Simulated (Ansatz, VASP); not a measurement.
# Si2Mo in two plane-wave programs

One calculation is typed for both programs; each brings its own data sets. How far apart do they land? The cell is taken from a series of runs on this material, whose earlier steps may have relaxed, scaled, displaced or heated it; both programs get it as it stands.

Calculated with Ansatz 0.2.0; plane waves, with VASP 6.6.1 beside it; zone-centre phonons at PBEsol.

### 1. The starting structure

It takes space group I4/mmm (No. 139, tetragonal). The conventional cell has a = 3.235 Å, b = 3.235 Å, c = 7.910 Å, α = 90.00°, β = 90.00°, γ = 90.00°. Nearest to Si lie 5 Si at 2.60 to 2.66 Å and 5 Mo at 2.63 to 2.66 Å. Nearest to Mo lie 10 Si at 2.63 to 2.66 Å. Farther neighbours are not listed.

### 2. VASP: zone-centre phonons, PBEsol

Second derivatives magnify differences that forces hide, and they need a tight electronic threshold.

Lines of VASP's logs that name or quote its potential files are left out, and so is its time.

INCAR

```
SYSTEM = Si2Mo
PREC = Accurate
ENCUT = 500
EDIFF = 1E-08
NELM = 120
ISMEAR = 1
SIGMA = 0.2
LREAL = .FALSE.
ALGO = Normal
GGA = PS
NBANDS = 17
LASPH = .TRUE.
LORBIT = 11
LWAVE = .FALSE.
LCHARG = .FALSE.
ISIF = 2
IBRION = 8
GGA_COMPAT = .FALSE.
KPAR = 2
```

POSCAR

```
Si2Mo
1.0
   -1.6176055800      1.6176055800      3.9550556112
    1.6176055800     -1.6176055800      3.9550556112
    1.6176055800      1.6176055800     -3.9550556112
Si Mo
2 1
Direct
    0.3357173690      0.3357173690      0.0000000000
    0.6642826310      0.6642826310      0.0000000000
    0.0000000000      0.0000000000      0.0000000000
```

KPOINTS

```
Automatic mesh
0
Gamma
20 20 20
0 0 0
```

PAW data sets: Si and Mo_sv (PBE family, release 64).

The run is started by

```console
> mpirun -np 2 vasp_std
```

Numbers of over 12 decimals in the logs are rounded to 6 here.

What it wrote:

```text
[banner, memory and clock lines left out]
running    2 mpi-ranks, on    1 nodes
 distrk:  each k-point on    1 cores,    2 groups
 distr:  one band on    1 cores,    1 groups

 POSCAR found type information on POSCAR SiMo
 POSCAR found :  2 types and       3 ions
|                                                                             |
|               ----> ADVICE to this user running VASP <----                  |
|                                                                             |
|     You enforced a specific xc type in the INCAR file but a different       |
|     [... a line on the potential file left out ...]
|     I HOPE YOU KNOW WHAT YOU ARE DOING!                                     |
|                                                                             |

 LDA part: xc-table for (Slater+PW92), standard interpolation
 POSCAR, INCAR and KPOINTS ok, starting setup
 FFT: planning ... GRIDC
 FFT: planning ... GRID_SOFT
 FFT: planning ... GRID
 WAVECAR not read
 entering main loop
       N       E                     dE             d eps       ncg     rms          rms(c)
DAV:   1     0.113661495982E+03    0.11366E+03   -0.11059E+04 21834   0.119E+03
DAV:   2    -0.232403411773E+02   -0.13690E+03   -0.13454E+03 26898   0.302E+02
DAV:   3    -0.260293737704E+02   -0.27890E+01   -0.27632E+01 27087   0.385E+01
DAV:   4    -0.260448712206E+02   -0.15497E-01   -0.15486E-01 27152   0.316E+00
DAV:   5    -0.260449739278E+02   -0.10271E-03   -0.10270E-03 27140   0.262E-01    0.212E+01
DAV:   6    -0.252358294597E+02    0.80914E+00   -0.68857E+00 23390   0.169E+01    0.444E+00
DAV:   7    -0.250860403626E+02    0.14979E+00   -0.10758E+00 22963   0.625E+00    0.431E+00
DAV:   8    -0.250435562870E+02    0.42484E-01   -0.12158E-01 23777   0.257E+00    0.444E-01
DAV:   9    -0.250424153688E+02    0.11409E-02   -0.24381E-03 27849   0.387E-01    0.248E-01
DAV:  10    -0.250423050412E+02    0.11033E-03   -0.66074E-04 24308   0.224E-01    0.605E-02
DAV:  11    -0.250422891386E+02    0.15903E-04   -0.24244E-04 23647   0.116E-01    0.462E-02
DAV:  12    -0.250422842329E+02    0.49057E-05   -0.26505E-05 23393   0.369E-02    0.996E-03
DAV:  13    -0.250422840006E+02    0.23233E-06   -0.56015E-07 25575   0.559E-03    0.176E-03
DAV:  14    -0.250422838610E+02    0.13958E-06   -0.12335E-07 25541   0.211E-03    0.961E-04
DAV:  15    -0.250422838401E+02    0.20927E-07   -0.27996E-09 12000   0.393E-04    0.686E-04
DAV:  16    -0.250422838458E+02   -0.56966E-08   -0.43845E-10 11647   0.187E-04
   1 F= -.25042284E+02 E0= -.25042597E+02  d E =0.939827E-03
 Linear response reoptimize wavefunctions to high precision
DAV:   1    -0.250422838456E+02    0.18781E-09   -0.34715E-11 11911   0.538E-05
DAV:   2    -0.250422838456E+02   -0.90949E-11   -0.48127E-12 11530   0.190E-05
 Linear response DOF=           4
 Linear response progress:
  Degree of freedom:   1/  4
       N       E                     dE             d eps       ncg     rms          rms(c)
RMM:   1    -0.203887905377E-01   -0.20389E-01   -0.13863E-02177844   0.860E-01
RMM:   2    -0.161938341690E-01    0.41950E-02   -0.13421E-03114746   0.223E-01    0.837E-02
RMM:   3    -0.162704042697E-01   -0.76570E-04   -0.15438E-04114955   0.609E-02    0.451E-02
RMM:   4    -0.164095952988E-01   -0.13919E-03   -0.93770E-05119491   0.452E-02    0.953E-03
RMM:   5    -0.163936193955E-01    0.15976E-04    0.83592E-07121770   0.119E-02    0.168E-03
RMM:   6    -0.163960262871E-01   -0.24069E-05   -0.42019E-07122982   0.242E-03    0.617E-04
RMM:   7    -0.163942761179E-01    0.17502E-05    0.23576E-08127863   0.728E-04    0.140E-04
RMM:   8    -0.163948607426E-01   -0.58462E-06   -0.40552E-08129108   0.186E-04    0.430E-05
RMM:   9    -0.163949010622E-01   -0.40320E-07   -0.69645E-10126758   0.548E-05    0.165E-05
RMM:  10    -0.163949099451E-01   -0.88829E-08   -0.45195E-09127990   0.279E-05    0.483E-06
 first order change of Fermi-energy   0.20601E-04
 force on displaced ion       1 direction 1 :  -7.068  -0.000   0.000
 Linear response progress:
  Degree of freedom:   2/  4
       N       E                     dE             d eps       ncg     rms          rms(c)
RMM:   1    -0.288884478799E-01   -0.28888E-01   -0.50863E-03 53574   0.107E+00
RMM:   2    -0.220096258778E-01    0.68788E-02   -0.23092E-03 36394   0.287E-01    0.133E-01
RMM:   3    -0.220185601085E-01   -0.89342E-05   -0.49992E-04 34040   0.109E-01    0.976E-02
RMM:   4    -0.220674279133E-01   -0.48868E-04   -0.87384E-05 34885   0.573E-02    0.361E-02
RMM:   5    -0.221122978265E-01   -0.44870E-04   -0.15232E-05 36844   0.228E-02    0.145E-02
RMM:   6    -0.221132363147E-01   -0.93849E-06   -0.16710E-06 37359   0.845E-03    0.241E-03
RMM:   7    -0.221127889871E-01    0.44733E-06   -0.58743E-08 37227   0.213E-03    0.576E-04
RMM:   8    -0.221116819690E-01    0.11070E-05   -0.73102E-08 37093   0.808E-04    0.288E-04
RMM:   9    -0.221122382901E-01   -0.55632E-06    0.28161E-09 37550   0.284E-04    0.416E-05
RMM:  10    -0.221123298949E-01   -0.91605E-07    0.28508E-09 39828   0.104E-04    0.183E-05
RMM:  11    -0.221123474327E-01   -0.17538E-07    0.92833E-10 38376   0.317E-05    0.285E-06
RMM:  12    -0.221123412288E-01    0.62038E-08    0.14615E-09 41059   0.154E-05    0.162E-06
 first order change of Fermi-energy  -0.23373E+00
 force on displaced ion       1 direction 3 :  -0.000  -0.000 -11.755
 Linear response progress:
  Degree of freedom:   3/  4
       N       E                     dE             d eps       ncg     rms          rms(c)
RMM:   1    -0.783848304603E+00   -0.78385E+00    0.42038E+00 42856   0.219E+01
RMM:   2    -0.586141966786E+00    0.19771E+00   -0.28734E-01 60403   0.368E+00    0.159E-01
RMM:   3    -0.585769440003E+00    0.37253E-03   -0.45491E-03 77569   0.482E-01    0.880E-02
RMM:   4    -0.584809116578E+00    0.96032E-03   -0.40070E-04 84228   0.147E-01    0.250E-02
RMM:   5    -0.584676063544E+00    0.13305E-03   -0.44487E-05 90952   0.402E-02    0.920E-03
RMM:   6    -0.584689478004E+00   -0.13414E-04   -0.58875E-06 81372   0.134E-02    0.125E-03
RMM:   7    -0.584690935285E+00   -0.14573E-05   -0.10850E-06 91944   0.464E-03    0.640E-04
RMM:   8    -0.584694092887E+00   -0.31576E-05   -0.40106E-07 86097   0.163E-03    0.285E-04
RMM:   9    -0.584698296262E+00   -0.42034E-05   -0.10477E-07 85555   0.867E-04    0.356E-05
RMM:  10    -0.584698343168E+00   -0.46907E-07   -0.36630E-08 90997   0.404E-04    0.181E-05
RMM:  11    -0.584698684509E+00   -0.34134E-06   -0.35378E-08 88143   0.232E-04    0.733E-06
RMM:  12    -0.584698816494E+00   -0.13199E-06   -0.16253E-08 91735   0.134E-04    0.233E-06
RMM:  13    -0.584698779462E+00    0.37032E-07   -0.13951E-08 85215   0.881E-05    0.208E-06
RMM:  14    -0.584698778526E+00    0.93599E-09   -0.13851E-08 82979   0.658E-05    0.283E-06
 first order change of Fermi-energy  -0.10969E-02
 force on displaced ion       3 direction 1 :  -8.587  -0.000  -0.000
 Linear response progress:
  Degree of freedom:   4/  4
       N       E                     dE             d eps       ncg     rms          rms(c)
RMM:   1    -0.820376695489E+00   -0.82038E+00    0.46540E+00 23189   0.224E+01
RMM:   2    -0.625288839758E+00    0.19509E+00   -0.29691E-01 33152   0.373E+00    0.171E-01
RMM:   3    -0.624457062623E+00    0.83178E-03   -0.45220E-03 41468   0.498E-01    0.882E-02
RMM:   4    -0.623201369325E+00    0.12557E-02   -0.58162E-04 43706   0.171E-01    0.260E-02
RMM:   5    -0.623017981496E+00    0.18339E-03   -0.65110E-05 49409   0.464E-02    0.138E-02
RMM:   6    -0.622915872590E+00    0.10211E-03   -0.80968E-06 49488   0.154E-02    0.366E-03
RMM:   7    -0.622924632379E+00   -0.87598E-05   -0.23202E-06 45027   0.630E-03    0.613E-04
RMM:   8    -0.622927700357E+00   -0.30680E-05   -0.23089E-07 50761   0.221E-03    0.372E-04
RMM:   9    -0.622929738017E+00   -0.20377E-05   -0.28481E-08 48582   0.832E-04    0.229E-04
RMM:  10    -0.622932573318E+00   -0.28353E-05    0.15566E-08 45858   0.519E-04    0.256E-05
RMM:  11    -0.622932208961E+00    0.36436E-06   -0.11162E-08 48370   0.242E-04    0.116E-05
RMM:  12    -0.622932093010E+00    0.11595E-06   -0.15053E-08 49672   0.131E-04    0.536E-06
RMM:  13    -0.622932152064E+00   -0.59054E-07    0.50548E-10 48400   0.889E-05    0.269E-06
RMM:  14    -0.622932216336E+00   -0.64272E-07   -0.44234E-09 47824   0.665E-05    0.944E-07
RMM:  15    -0.622932269122E+00   -0.52785E-07   -0.57735E-09 48134   0.566E-05    0.120E-06
RMM:  16    -0.622932238387E+00    0.30735E-07   -0.33992E-09 43300   0.492E-05    0.256E-07
RMM:  17    -0.622932243757E+00   -0.53699E-08   -0.35631E-09 34166   0.447E-05    0.130E-07
 first order change of Fermi-energy   0.53095E-03
 force on displaced ion       3 direction 3 :   0.000   0.000 -11.289
 Linear response finished
```

Parts of OUTCAR (step 2):

```text
ion  position               nearest neighbor table
   1  0.336  0.336  0.000-   2 2.60   3 2.63   3 2.63   3 2.63   3 2.63   3 2.66   2 2.66   2 2.66
                             2 2.66   2 2.66
   2  0.664  0.664  0.000-   1 2.60   3 2.63   3 2.63   3 2.63   3 2.63   3 2.66   1 2.66   1 2.66
                             1 2.66   1 2.66
   3  0.000  0.000  0.000-   2 2.63   2 2.63   2 2.63   1 2.63   2 2.63   1 2.63   1 2.63   1 2.63
                             1 2.66   2 2.66

  LATTYP: Found a body centered tetragonal cell.
 ALAT       =     3.2352111600
 C/A-ratio  =     2.4450061623

 Subroutine GETGRP returns: Found 16 space group operations
 (whereof 16 operations were pure point group operations)

The static configuration has the point symmetry D_4h.

 Found    641 irreducible k-points:

   k-points           NKPTS =    641   k-points in BZ     NKDIM =    641   number of bands    NBANDS=     17

   dimension x,y,z NGX =    36 NGY =   36 NGZ =   36
   dimension x,y,z NGXF=    72 NGYF=   72 NGZF=   72

   ENCUT  =  500.0 eV  36.75 Ry    6.06 a.u.   8.33  8.33  8.33*2*pi/ulx,y,z

   NELECT =      22.0000    total number of electrons

 k-points in reciprocal lattice and weights: Automatic mesh
   0.00000000  0.00000000  0.00000000       0.000
   0.05000000  0.00000000  0.00000000       0.001
   0.10000000  0.00000000  0.00000000       0.001
   0.15000000  0.00000000  0.00000000       0.001
   0.20000000  0.00000000  0.00000000       0.001
   0.25000000  0.00000000  0.00000000       0.001
   0.30000000  0.00000000  0.00000000       0.001
   0.35000000  0.00000000  0.00000000       0.001
   0.40000000  0.00000000  0.00000000       0.001
[...]
-0.45000000 -0.45000000  0.45000000       0.000
   0.50000000  0.50000000  0.50000000       0.000

 average (electrostatic) potential at core
       1 -77.6714       2 -77.6714       3 -69.4423

  Total       -1.9544669     -1.9544669     -1.9548529      0.0000000     -0.0000000     -0.0000000
  in kB      -75.6451418    -75.6451418    -75.6600800      0.0000000     -0.0000000     -0.0000000
  external PRESSURE =     -75.6501212 kB  Pullay stress =       0.0000000 kB

  energy-cutoff  :      500.00
  volume of cell :       41.40
      direct lattice vectors                 reciprocal lattice vectors
    -1.617605580  1.617605580  3.955055611     0.000000000  0.309098835  0.126420473
     1.617605580 -1.617605580  3.955055611     0.309098835  0.000000000  0.126420473
     1.617605580  1.617605580 -3.955055611     0.309098835  0.309098835  0.000000000

 POSITION                                       TOTAL-FORCE (eV/Angst)
 -----------------------------------------------------------------------------------
      0.00000      0.00000      2.65556        -0.000000     -0.000000     -0.004181
      0.00000      0.00000      5.25455         0.000000      0.000000      0.004181
      0.00000      0.00000      0.00000        -0.000000     -0.000000     -0.000000
 -----------------------------------------------------------------------------------
    total drift:                               -0.000000     -0.000000      0.000000

 Eigenvectors and eigenvalues of the dynamical matrix
 ----------------------------------------------------

   1 f  =   12.468693 THz    78.343109 2PiTHz  415.910834 cm-1    51.566348 meV
             X         Y         Z           dx          dy          dz
      0.000000  0.000000  2.655562    -0.000000   -0.000000   -0.707107
      0.000000  0.000000  5.254549     0.000000   -0.000000    0.707107
      0.000000  0.000000  0.000000     0.000000   -0.000000   -0.000000

   2 f  =    9.255744 THz    58.155552 2PiTHz  308.738374 cm-1    38.278663 meV
             X         Y         Z           dx          dy          dz
      0.000000  0.000000  2.655562     0.707107   -0.000000   -0.000000
      0.000000  0.000000  5.254549    -0.707107    0.000000    0.000000
      0.000000  0.000000  0.000000     0.000000    0.000000    0.000000

   3 f  =    9.255744 THz    58.155552 2PiTHz  308.738374 cm-1    38.278663 meV
             X         Y         Z           dx          dy          dz
      0.000000  0.000000  2.655562    -0.000000   -0.707107   -0.000000
      0.000000  0.000000  5.254549     0.000000    0.707107    0.000000
      0.000000  0.000000  0.000000     0.000000   -0.000000    0.000000

   4 f  =    8.825276 THz    55.450845 2PiTHz  294.379524 cm-1    36.498393 meV
             X         Y         Z           dx          dy          dz
      0.000000  0.000000  2.655562     0.000000   -0.000000    0.561585
      0.000000  0.000000  5.254549     0.000000   -0.000000    0.561585
      0.000000  0.000000  0.000000     0.000000    0.000000   -0.607656

   5 f  =    7.695147 THz    48.350035 2PiTHz  256.682476 cm-1    31.824557 meV
             X         Y         Z           dx          dy          dz
      0.000000  0.000000  2.655562    -0.555906   -0.079086   -0.000000
      0.000000  0.000000  5.254549    -0.555906   -0.079086    0.000000
      0.000000  0.000000  0.000000     0.601747    0.085607    0.000000

   6 f  =    7.695147 THz    48.350035 2PiTHz  256.682476 cm-1    31.824557 meV
             X         Y         Z           dx          dy          dz
      0.000000  0.000000  2.655562    -0.079086    0.555906    0.000000
      0.000000  0.000000  5.254549    -0.079086    0.555906    0.000000
      0.000000  0.000000  0.000000     0.085607   -0.601747   -0.000000

   7 f/i=    0.000247 THz     0.001551 2PiTHz    0.008235 cm-1     0.001021 meV
             X         Y         Z           dx          dy          dz
      0.000000  0.000000  2.655562     0.000000    0.000000    0.429677
      0.000000  0.000000  5.254549     0.000000    0.000000    0.429677
      0.000000  0.000000  0.000000     0.000000    0.000000    0.794201

   8 f/i=    0.001243 THz     0.007807 2PiTHz    0.041449 cm-1     0.005139 meV
             X         Y         Z           dx          dy          dz
      0.000000  0.000000  2.655562     0.429776    0.002604   -0.000000
      0.000000  0.000000  5.254549     0.429776    0.002604   -0.000000
      0.000000  0.000000  0.000000     0.794071    0.004811   -0.000000

   9 f/i=    0.001243 THz     0.007807 2PiTHz    0.041449 cm-1     0.005139 meV
             X         Y         Z           dx          dy          dz
      0.000000  0.000000  2.655562    -0.002604    0.429776   -0.000000
      0.000000  0.000000  5.254549    -0.002604    0.429776   -0.000000
      0.000000  0.000000  0.000000    -0.004811    0.794071   -0.000000

 ELASTIC MODULI CONTR FROM IONIC RELAXATION (kBar)
 Direction    XX          YY          ZZ          XY          YZ          ZX
 --------------------------------------------------------------------------------
 XX          -9.8967     -9.8967    -29.0554      0.0000      0.0000     -0.0000
 YY          -9.8967     -9.8967    -29.0554      0.0000      0.0000     -0.0000
 ZZ         -29.0554    -29.0554    -85.3026      0.0000      0.0000     -0.0000
 XY           0.0000      0.0000      0.0000      0.0000      0.0000      0.0000
 YZ           0.0000      0.0000      0.0000      0.0000    -22.5634     -0.0000
 ZX          -0.0000     -0.0000     -0.0000      0.0000     -0.0000     -6.5175
 --------------------------------------------------------------------------------
```

(Continued in part 2 of 2.)

[Lines on the potential files, build, host, timing and source positions are cut from VASP's logs without a mark.]

[Logs are printed without paths, hosts, clocks, repeated set-up lines and the standing remarks that a program may print on its own settings, such as how far it seeks lower states.]

[Hosts, paths, dates, database ids (printed as entryN), source tags and the programs' standing remarks are cut or masked in the printed files.]
